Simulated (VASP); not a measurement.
Data:

```xyz
2
Lattice="-0.0158 2.1032 2.1032 2.0874 0.0000 2.0874 2.1032 2.1032 -0.0158" Properties=species:S:1:pos:R:3 pbc="T T T"
Ti     0.0000     0.0000     0.0000
N      2.0874     2.1032     2.0874
```

Computed with PBEsol GGA, VASP's PBE PAW potentials (set 64) (plane waves; VASP). Run with 600 eV cut-off, 14×14×14 Γ-centred mesh, first-order Methfessel-Paxton smearing of 0.10 eV, potentials Ti_sv N.

**Question.** What does the run give for the energy per atom (σ→0), band gap (on the k-mesh) with the smallest direct gap where there is one?

**Answer.** 
| Quantity | Value |
|---|---|
| band gap (on the k-mesh) | none (metal, semimetal or under 0.01 eV) |
| energy per atom (σ→0) | -10.389 eV/atom |

The compound is TiN in the rock salt structure. This cell was strained or had an atom moved on purpose. The electron count is odd and the run is not spin-polarised, which forces a metal.
